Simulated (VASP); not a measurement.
Method: PBEsol GGA, VASP's PBE PAW potentials (set 64) (plane waves; VASP).

Input for VASP

KPOINTS:
```
Automatic mesh
0
Gamma
10 6 1
0 0 0
```

### INCAR
```
! general
SYSTEM =Mo(211) slab
PREC   =Normal
ENCUT  =400
LREAL  =.False.
LASPH  =.True.

! electronic loop
EDIFF  =1E-5
NELM   =100
NELMIN =4
ALGO   =Normal
LMAXMIX=4

! smearing
ISMEAR =1
SIGMA  =0.1

! functional
GGA    =PS

! ions
IBRION =2
NSW    =50
ISIF   =2
EDIFFG =-0.03

! output
LWAVE  =.True.
LCHARG =.False.

! other
LDIPOL =.True.
IDIPOL =3
DIPOL  =0.5 0.5 0.5
```

File POSCAR:
```
Mo(211) slab
1
    2.7135209983     0.0000000000    -0.0000000000
    0.0000000000     4.4311615474     0.0000000000
    0.0000000000     0.0000000000    23.8746588356
Mo
7
Direct
  0.5000000000   0.5000000000   0.3392650000
  0.8333330000   0.0000000000   0.3928430000
  0.1666670000   0.5000000000   0.4464220000
  0.5000000000   0.0000000000   0.5000000000
  0.8333330000   0.5000000000   0.5535780000
  0.1666670000   0.0000000000   0.6071570000
  0.5000000000   0.5000000000   0.6607350000
```

POTCAR, in this order: Mo_sv (PBE.64 set). Program: vasp_std.

The resulting files:

### OSZICAR
```
...
DAV:   8    -0.775168670963E+02    0.24160E-05   -0.87937E-05  3062   0.560E-02
   3 F= -.77516867E+02 E0= -.77517128E+02  d E =-.413518E+00
       N       E                     dE             d eps       ncg     rms          rms(c)
DAV:   1    -0.775038526783E+02    0.13017E-01   -0.12853E+01  2784   0.231E+01    0.623E-01
DAV:   2    -0.775433117010E+02   -0.39459E-01   -0.41264E-01  3034   0.373E+00    0.358E-01
DAV:   3    -0.775454514141E+02   -0.21397E-02   -0.41278E-02  3794   0.121E+00    0.372E-01
DAV:   4    -0.775425309495E+02    0.29205E-02   -0.19136E-02  3708   0.771E-01    0.154E-01
DAV:   5    -0.775424921797E+02    0.38770E-04   -0.20830E-03  3436   0.296E-01    0.590E-02
DAV:   6    -0.775424895494E+02    0.26303E-05   -0.69223E-04  3720   0.162E-01    0.458E-02
DAV:   7    -0.775424643764E+02    0.25173E-04   -0.16463E-04  3062   0.884E-02    0.117E-02
DAV:   8    -0.775424638473E+02    0.52912E-06   -0.13244E-05  2024   0.227E-02
   4 F= -.77542464E+02 E0= -.77542699E+02  d E =-.255968E-01
       N       E                     dE             d eps       ncg     rms          rms(c)
DAV:   1    -0.774494739928E+02    0.92990E-01   -0.34004E+01  2784   0.376E+01    0.106E+00
DAV:   2    -0.775574805714E+02   -0.10801E+00   -0.11290E+00  3034   0.617E+00    0.598E-01
DAV:   3    -0.775636937813E+02   -0.62132E-02   -0.11654E-01  3804   0.211E+00    0.624E-01
DAV:   4    -0.775550314762E+02    0.86623E-02   -0.55351E-02  3734   0.130E+00    0.255E-01
DAV:   5    -0.775548622445E+02    0.16923E-03   -0.51166E-03  3438   0.464E-01    0.903E-02
DAV:   6    -0.775549015357E+02   -0.39291E-04   -0.14212E-03  3738   0.226E-01    0.740E-02
DAV:   7    -0.775548362493E+02    0.65286E-04   -0.45282E-04  3574   0.144E-01    0.235E-02
DAV:   8    -0.775548332838E+02    0.29655E-05   -0.63302E-05  2970   0.473E-02
   5 F= -.77554833E+02 E0= -.77555322E+02  d E =-.379662E-01
       N       E                     dE             d eps       ncg     rms          rms(c)
DAV:   1    -0.775527286058E+02    0.21076E-02   -0.90139E-01  2784   0.612E+00    0.165E-01
DAV:   2    -0.775553852257E+02   -0.26566E-02   -0.27973E-02  3060   0.970E-01    0.914E-02
DAV:   3    -0.775555358080E+02   -0.15058E-03   -0.23616E-03  3790   0.276E-01    0.904E-02
DAV:   4    -0.775553805841E+02    0.15522E-03   -0.13080E-03  3696   0.212E-01    0.460E-02
DAV:   5    -0.775553746355E+02    0.59486E-05   -0.18962E-04  3612   0.853E-02    0.226E-02
DAV:   6    -0.775553717743E+02    0.28612E-05   -0.44635E-05  2720   0.426E-02
   6 F= -.77555372E+02 E0= -.77555782E+02  d E =-.385047E-01
       N       E                     dE             d eps       ncg     rms          rms(c)
DAV:   1    -0.775409693446E+02    0.14405E-01   -0.86058E+00  2784   0.186E+01    0.556E-01
DAV:   2    -0.775659588579E+02   -0.24990E-01   -0.25757E-01  2936   0.304E+00    0.358E-01
DAV:   3    -0.775671467797E+02   -0.11879E-02   -0.33018E-02  3812   0.117E+00    0.325E-01
DAV:   4    -0.775648426999E+02    0.23041E-02   -0.17001E-02  3734   0.732E-01    0.152E-01
DAV:   5    -0.775647654586E+02    0.77241E-04   -0.19618E-03  3588   0.284E-01    0.660E-02
DAV:   6    -0.775647374461E+02    0.28012E-04   -0.43813E-04  3560   0.131E-01    0.269E-02
DAV:   7    -0.775647319099E+02    0.55362E-05   -0.47793E-05  2678   0.488E-02
   7 F= -.77564732E+02 E0= -.77565096E+02  d E =-.936014E-02
       N       E                     dE             d eps       ncg     rms          rms(c)
DAV:   1    -0.775452564039E+02    0.19481E-01   -0.77059E+00  2784   0.176E+01    0.533E-01
DAV:   2    -0.775675747829E+02   -0.22318E-01   -0.23027E-01  2936   0.288E+00    0.346E-01
DAV:   3    -0.775686176757E+02   -0.10429E-02   -0.30572E-02  3810   0.112E+00    0.313E-01
DAV:   4    -0.775665311349E+02    0.20865E-02   -0.15644E-02  3734   0.704E-01    0.147E-01
DAV:   5    -0.775664689609E+02    0.62174E-04   -0.18680E-03  3598   0.276E-01    0.666E-02
DAV:   6    -0.775664366313E+02    0.32330E-04   -0.42987E-04  3544   0.131E-01    0.259E-02
DAV:   7    -0.775664322243E+02    0.44069E-05   -0.45588E-05  2656   0.472E-02
   8 F= -.77566432E+02 E0= -.77566762E+02  d E =-.110605E-01
       N       E                     dE             d eps       ncg     rms          rms(c)
DAV:   1    -0.775654148459E+02    0.10218E-02   -0.46756E-01  2784   0.435E+00    0.130E-01
DAV:   2    -0.775667390271E+02   -0.13242E-02   -0.13775E-02  2880   0.702E-01    0.846E-02
DAV:   3    -0.775667962377E+02   -0.57211E-04   -0.16249E-03  3816   0.248E-01    0.748E-02
DAV:   4    -0.775666946194E+02    0.10162E-03   -0.91742E-04  3436   0.176E-01    0.385E-02
DAV:   5    -0.775666944513E+02    0.16806E-06   -0.18480E-04  3204   0.871E-02    0.232E-02
DAV:   6    -0.775666873590E+02    0.70923E-05   -0.67520E-05  2948   0.515E-02
   9 F= -.77566687E+02 E0= -.77567023E+02  d E =-.113156E-01
       N       E                     dE             d eps       ncg     rms          rms(c)
DAV:   1    -0.775629137413E+02    0.37807E-02   -0.18128E+00  2784   0.858E+00    0.204E-01
DAV:   2    -0.775682437800E+02   -0.53300E-02   -0.56285E-02  2946   0.134E+00    0.113E-01
DAV:   3    -0.775684708226E+02   -0.22704E-03   -0.37718E-03  3824   0.330E-01    0.102E-01
DAV:   4    -0.775683032893E+02    0.16753E-03   -0.18802E-03  3682   0.248E-01    0.616E-02
DAV:   5    -0.775682804151E+02    0.22874E-04   -0.26994E-04  3650   0.106E-01    0.229E-02
DAV:   6    -0.775682813774E+02   -0.96228E-06   -0.74086E-05  2924   0.522E-02
  10 F= -.77568281E+02 E0= -.77568586E+02  d E =-.159402E-02
       N       E                     dE             d eps       ncg     rms          rms(c)
DAV:   1    -0.775681453736E+02    0.13504E-03   -0.65614E-02  2784   0.163E+00    0.377E-02
DAV:   2    -0.775683379570E+02   -0.19258E-03   -0.20327E-03  3064   0.257E-01    0.232E-02
DAV:   3    -0.775683460546E+02   -0.80976E-05   -0.16028E-04  3548   0.714E-02    0.213E-02
DAV:   4    -0.775683382856E+02    0.77691E-05   -0.67406E-05  2790   0.481E-02
  11 F= -.77568338E+02 E0= -.77568640E+02  d E =-.165093E-02
       N       E                     dE             d eps       ncg     rms          rms(c)
DAV:   1    -0.775675676368E+02    0.77842E-03   -0.36468E-01  2784   0.389E+00    0.115E-01
DAV:   2    -0.775686431442E+02   -0.10755E-02   -0.11505E-02  3048   0.609E-01    0.607E-02
DAV:   3    -0.775686890814E+02   -0.45937E-04   -0.66932E-04  3732   0.147E-01    0.487E-02
DAV:   4    -0.775686703706E+02    0.18711E-04   -0.58134E-04  3438   0.145E-01    0.419E-02
DAV:   5    -0.775686525419E+02    0.17829E-04   -0.14189E-04  3038   0.675E-02    0.162E-02
DAV:   6    -0.775686500780E+02    0.24639E-05   -0.39920E-05  2716   0.396E-02
  12 F= -.77568650E+02 E0= -.77568980E+02  d E =-.311792E-03
       N       E                     dE             d eps       ncg     rms          rms(c)
DAV:   1    -0.775686474414E+02    0.51005E-05   -0.19489E-03  2804   0.282E-01    0.866E-03
DAV:   2    -0.775686531424E+02   -0.57010E-05   -0.62059E-05  2960   0.452E-02    0.527E-03
DAV:   3    -0.775686530624E+02    0.79957E-07   -0.30316E-06  1550   0.137E-02    0.325E-03
DAV:   4    -0.775686531925E+02   -0.13010E-06   -0.74257E-07  1484   0.621E-03
  13 F= -.77568653E+02 E0= -.77568984E+02  d E =-.314907E-03
       N       E                     dE             d eps       ncg     rms          rms(c)
DAV:   1    -0.775680766333E+02    0.57643E-03   -0.29019E-01  2784   0.341E+00    0.701E-02
DAV:   2    -0.775688993174E+02   -0.82268E-03   -0.87693E-03  2822   0.514E-01    0.380E-02
DAV:   3    -0.775689067495E+02   -0.74320E-05   -0.22098E-04  3806   0.608E-02    0.230E-02
DAV:   4    -0.775689090225E+02   -0.22731E-05   -0.37056E-05  2584   0.369E-02
  14 F= -.77568909E+02 E0= -.77569266E+02  d E =-.255830E-03
```

File OUTCAR:
```
------------------------ aborting loop because EDIFF is reached ----------------------------------------
  FORCE on cell =-STRESS in cart. coord.  units (eV):
  Direction    XX          YY          ZZ          XY          YZ          ZX
  --------------------------------------------------------------------------------------
  Total       -5.3698447     -4.3500161     -0.5526646      0.0000000      0.0000000      0.2211414
  in kB      -29.9698358    -24.2780332     -3.0844965      0.0000000      0.0000000      1.2342206
  external PRESSURE =     -19.1107885 kB  Pullay stress =       0.0000000 kB
  volume of cell :      287.07
      direct lattice vectors                 reciprocal lattice vectors
     2.713520998  0.000000000  0.000000000     0.368524880  0.000000000  0.000000000
     0.000000000  4.431161547  0.000000000     0.000000000  0.225674462  0.000000000
     0.000000000  0.000000000 23.874658836     0.000000000  0.000000000  0.041885415
 POSITION                                       TOTAL-FORCE (eV/Angst)
 -----------------------------------------------------------------------------------
      1.30315      2.21558      8.29087        -0.022266      0.000000     -0.010810
      2.25524      0.00000      9.36728        -0.002048      0.000000      0.005140
      0.48907      2.21558     10.63503        -0.009562      0.000000      0.000364
      1.35676      0.00000     11.93733         0.000000      0.000000      0.000000
      2.22446      2.21558     13.23963         0.009562      0.000000     -0.000364
      0.45829      0.00000     14.50738         0.002048     -0.000000     -0.005140
      1.41037      2.21558     15.58379         0.022266      0.000000      0.010810
 -----------------------------------------------------------------------------------
    total drift:                               -0.000000      0.000000     -0.000000
  FREE ENERGIE OF THE ION-ELECTRON SYSTEM (eV)
  ---------------------------------------------------
  free  energy   TOTEN  =       -77.5689090225 eV

  energy  without entropy=      -77.5699803679  energy(sigma->0) =      -77.56926614

 reached required accuracy - stopping structural energy minimisation
```
(Selected blocks of OUTCAR.)

**CONTCAR**
```
Mo(211) slab
   1.00000000000000
     2.7135209982999999    0.0000000000000000    0.0000000000000000
     0.0000000000000000    4.4311615474000003    0.0000000000000000
     0.0000000000000000    0.0000000000000000   23.8746588355999982
  Mo
     7
Direct
     0.4802440679753888    0.5000000000000000    0.3472664759666378
     0.8311102328577821    0.0000000000000000    0.3923523113066836
     0.1802328707618539    0.5000000000000000    0.4454528078355767
     0.5000000000000000    0.0000000000000000    0.5000000000000000
     0.8197671292381463    0.5000000000000000    0.5545471921644236
     0.1688897671422179    0.0000000000000000    0.6076476886933164
     0.5197559320246111    0.5000000000000000    0.6527335240333622
```

OUTCAR:
```
 val. band max:        2.2858949652   @ k =   0.3000   0.0000   0.0000

 cond. band min:       2.3224329086   @ k =   0.2000   0.3333   0.0000


 Fermi energy:         2.3038280260

 k-point     1 :       0.0000    0.0000    0.0000
  band No.  band energies     occupation
      1     -58.9333      2.00000
      2     -58.8419      2.00000
      3     -58.6633      2.00000
      4     -58.6160      2.00000
      5     -58.6033      2.00000
      6     -58.4434      2.00000
      7     -58.4392      2.00000
      8     -33.6266      2.00000
      9     -33.5581      2.00000
     10     -33.4277      2.00000
     11     -33.3248      2.00000
     12     -33.1501      2.00000
     13     -33.0709      2.00000
     14     -32.7832      2.00000
     15     -32.7402      2.00000
     16     -32.6441      2.00000
     17     -32.4996      2.00000
     18     -32.3863      2.00000
     19     -32.3644      2.00000
     20     -32.3251      2.00000
     21     -32.2962      2.00000
     22     -32.2242      2.00000
     23     -32.1892      2.00000
     24     -32.1237      2.00000
     25     -32.1137      2.00000
     26     -32.0970      2.00000
     27     -32.0202      2.00000
     28     -32.0020      2.00000
     29      -4.5818      2.00000
     30      -3.3175      2.00000
     31      -2.7845      2.00000
     32      -2.0969      2.00000
     33      -2.0008      2.00000
     34      -1.7926      2.00000
     35      -1.5380      2.00000
     36      -1.1064      2.00000
     37      -0.7500      2.00000
     38      -0.3639      2.00000
     39      -0.3286      2.00000
     40      -0.0883      2.00000
     41       0.0373      2.00000
     42       0.5140      2.00000
     43       0.5580      2.00000
     44       0.6851      2.00000
     45       0.7572      2.00000
     46       0.8363      2.00000
     47       1.0271      2.00000
     48       1.1746      2.00000
     49       1.5577      2.00000
     50       1.5920      2.00000
     51       2.6273     -0.00005
...
```

The cell is a thin slab with vacuum, built from Mo (bcc): (211) face.
